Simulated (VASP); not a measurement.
Consider the following.

```
CELL_PARAMETERS angstrom
      4.71385    -2.50323    -0.00416
      4.71385     2.50323    -0.00416
      3.38819     0.00000     4.12392
ATOMIC_POSITIONS crystal
  Ga 0.85587 0.85587 0.85587
  Ga 0.35587 0.35587 0.35587
  Ga 0.14413 0.14413 0.14413
  Ga 0.64413 0.64413 0.64413
  O  0.44717 0.05283 0.75000
  O  0.05283 0.75000 0.44717
  O  0.55283 0.94717 0.25000
  O  0.25000 0.55283 0.94717
  O  0.94717 0.25000 0.55283
  O  0.75000 0.44717 0.05283
```

Calculation: PBEsol GGA, VASP's PBE PAW potentials (set 64) (plane waves; VASP 6.6.1). Settings: 520 eV cut-off, 7×7×7 Γ-centred mesh, Gaussian smearing of 0.010 eV, potentials Ga_d O.

Task: Estimate the energy per atom (σ→0).

Result: 
```json
{
 "energy per atom (σ→0)": "-6.381 eV/atom"
}
```

Only differences to runs with the same potentials and settings are physical.

The compound is Ga2O3 in the corundum structure, the metastable α form; monoclinic β is stable. It was relaxed first.
